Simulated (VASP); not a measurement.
A run of VASP 6.6.1 is set up as follows.

Contents of INCAR:

```
SYSTEM = Ge53As
ALGO = Normal
EDIFF = 1E-7
EDIFFG = -0.005
ENCUT = 350
GGA = PS
IBRION = 2
ISIF = 3
ISMEAR = 0
LASPH = .True.
LCHARG = .False.
LREAL = .False.
LWAVE = .False.
NELM = 80
NSW = 40
PREC = Accurate
SIGMA = 0.05
```

File KPOINTS:

```
k-points
0
Gamma
  2 2 2
  0 0 0
```

The input POSCAR:

```
Ge53As
1.0
    0.0000000000      8.5200000000      8.5200000000
    8.5200000000      0.0000000000      8.5200000000
    8.5200000000      8.5200000000      0.0000000000
As Ge
1 53
Direct
    0.0000000000      0.0000000000      0.0000000000
    0.0833333300      0.0833333300      0.0833333300
    0.0000000000      0.0000000000      0.3333333300
    0.0833333300      0.0833333300      0.4166666700
    0.0000000000      0.0000000000      0.6666666700
    0.0833333300      0.0833333300      0.7500000000
    0.0000000000      0.3333333300      0.0000000000
    0.0833333300      0.4166666700      0.0833333300
    0.0000000000      0.3333333300      0.3333333300
    0.0833333300      0.4166666700      0.4166666700
    0.0000000000      0.3333333300      0.6666666700
    0.0833333300      0.4166666700      0.7500000000
    0.0000000000      0.6666666700      0.0000000000
    0.0833333300      0.7500000000      0.0833333300
    0.0000000000      0.6666666700      0.3333333300
    0.0833333300      0.7500000000      0.4166666700
    0.0000000000      0.6666666700      0.6666666700
    0.0833333300      0.7500000000      0.7500000000
    0.3333333300      0.0000000000      0.0000000000
    0.4166666700      0.0833333300      0.0833333300
    0.3333333300      0.0000000000      0.3333333300
    0.4166666700      0.0833333300      0.4166666700
    0.3333333300      0.0000000000      0.6666666700
    0.4166666700      0.0833333300      0.7500000000
    0.3333333300      0.3333333300      0.0000000000
    0.4166666700      0.4166666700      0.0833333300
    0.3333333300      0.3333333300      0.3333333300
    0.4166666700      0.4166666700      0.4166666700
    0.3333333300      0.3333333300      0.6666666700
    0.4166666700      0.4166666700      0.7500000000
    0.3333333300      0.6666666700      0.0000000000
    0.4166666700      0.7500000000      0.0833333300
    0.3333333300      0.6666666700      0.3333333300
    0.4166666700      0.7500000000      0.4166666700
    0.3333333300      0.6666666700      0.6666666700
    0.4166666700      0.7500000000      0.7500000000
    0.6666666700      0.0000000000      0.0000000000
    0.7500000000      0.0833333300      0.0833333300
    0.6666666700      0.0000000000      0.3333333300
    0.7500000000      0.0833333300      0.4166666700
    0.6666666700      0.0000000000      0.6666666700
    0.7500000000      0.0833333300      0.7500000000
    0.6666666700      0.3333333300      0.0000000000
    0.7500000000      0.4166666700      0.0833333300
    0.6666666700      0.3333333300      0.3333333300
    0.7500000000      0.4166666700      0.4166666700
    0.6666666700      0.3333333300      0.6666666700
    0.7500000000      0.4166666700      0.7500000000
    0.6666666700      0.6666666700      0.0000000000
    0.7500000000      0.7500000000      0.0833333300
    0.6666666700      0.6666666700      0.3333333300
    0.7500000000      0.7500000000      0.4166666700
    0.6666666700      0.6666666700      0.6666666700
    0.7500000000      0.7500000000      0.7500000000
```

Potentials or basis: VASP PAW PBE potentials, release 64 (As, Ge).

Launch:

```sh
$ cat potpaw_PBE.64/As/POTCAR potpaw_PBE.64/Ge/POTCAR > POTCAR
$ mpirun -np 1 vasp_std > vasp.out
```

**Question.** Predict the band gap on the k mesh.

**Answer.** None (metal or under the smearing width).

**Question.** What does it give for the relaxed cell?

**Answer.** a = 12.122 Å, b = 12.122 Å, c = 12.122 Å, α = 60.00°, β = 60.00°, γ = 60.00°.

**Question.** Estimate the relaxed volume.

**Answer.** 23.32 Å³/atom.

**Question.** What does it give for the space group after relaxing (to 0.05 Å)?

**Answer.** F-43m (No. 216).

Final structure:
```cif
data_structure
_symmetry_space_group_name_H-M 'P 1'
_symmetry_Int_Tables_number 1
_cell_length_a 12.1219
_cell_length_b 12.1219
_cell_length_c 12.1219
_cell_angle_alpha 60.000
_cell_angle_beta 60.000
_cell_angle_gamma 60.000
_cell_volume 1259.49
loop_
_atom_site_label
_atom_site_type_symbol
_atom_site_fract_x
_atom_site_fract_y
_atom_site_fract_z
_atom_site_occupancy
As1 As 0.00000 0.00000 0.00000 1
Ge1 Ge 0.08495 0.08495 0.08495 1
Ge2 Ge 0.99908 0.99908 0.33506 1
Ge3 Ge 0.08376 0.08376 0.41624 1
Ge4 Ge 0.99908 0.99908 0.66678 1
Ge5 Ge 0.08495 0.08495 0.74515 1
Ge6 Ge 0.99908 0.33506 0.99908 1
Ge7 Ge 0.08376 0.41624 0.08376 1
Ge8 Ge 0.99977 0.33341 0.33341 1
Ge9 Ge 0.08376 0.41624 0.41624 1
Ge10 Ge 0.99908 0.33506 0.66678 1
Ge11 Ge 0.08386 0.41709 0.74953 1
Ge12 Ge 0.99908 0.66678 0.99908 1
Ge13 Ge 0.08495 0.74515 0.08495 1
Ge14 Ge 0.99908 0.66678 0.33506 1
Ge15 Ge 0.08386 0.74953 0.41709 1
Ge16 Ge 0.99974 0.66675 0.66675 1
Ge17 Ge 0.08386 0.74953 0.74953 1
Ge18 Ge 0.33506 0.99908 0.99908 1
Ge19 Ge 0.41624 0.08376 0.08376 1
Ge20 Ge 0.33341 0.99977 0.33341 1
Ge21 Ge 0.41624 0.08376 0.41624 1
Ge22 Ge 0.33506 0.99908 0.66678 1
Ge23 Ge 0.41709 0.08386 0.74953 1
Ge24 Ge 0.33341 0.33341 0.99977 1
Ge25 Ge 0.41624 0.41624 0.08376 1
Ge26 Ge 0.33341 0.33341 0.33341 1
Ge27 Ge 0.41668 0.41668 0.41668 1
Ge28 Ge 0.33354 0.33354 0.66646 1
Ge29 Ge 0.41668 0.41668 0.74997 1
Ge30 Ge 0.33506 0.66678 0.99908 1
Ge31 Ge 0.41709 0.74953 0.08386 1
Ge32 Ge 0.33354 0.66646 0.33354 1
Ge33 Ge 0.41668 0.74997 0.41668 1
Ge34 Ge 0.33354 0.66646 0.66646 1
Ge35 Ge 0.41709 0.74953 0.74953 1
Ge36 Ge 0.66678 0.99908 0.99908 1
Ge37 Ge 0.74515 0.08495 0.08495 1
Ge38 Ge 0.66678 0.99908 0.33506 1
Ge39 Ge 0.74953 0.08386 0.41709 1
Ge40 Ge 0.66675 0.99974 0.66675 1
Ge41 Ge 0.74953 0.08386 0.74953 1
Ge42 Ge 0.66678 0.33506 0.99908 1
Ge43 Ge 0.74953 0.41709 0.08386 1
Ge44 Ge 0.66646 0.33354 0.33354 1
Ge45 Ge 0.74997 0.41668 0.41668 1
Ge46 Ge 0.66646 0.33354 0.66646 1
Ge47 Ge 0.74953 0.41709 0.74953 1
Ge48 Ge 0.66675 0.66675 0.99974 1
Ge49 Ge 0.74953 0.74953 0.08386 1
Ge50 Ge 0.66646 0.66646 0.33354 1
Ge51 Ge 0.74953 0.74953 0.41709 1
Ge52 Ge 0.66675 0.66675 0.66675 1
Ge53 Ge 0.75000 0.75000 0.75000 1
```

Caveat: the PAW data sets were made with another functional, which shifts forces and pressure a little.
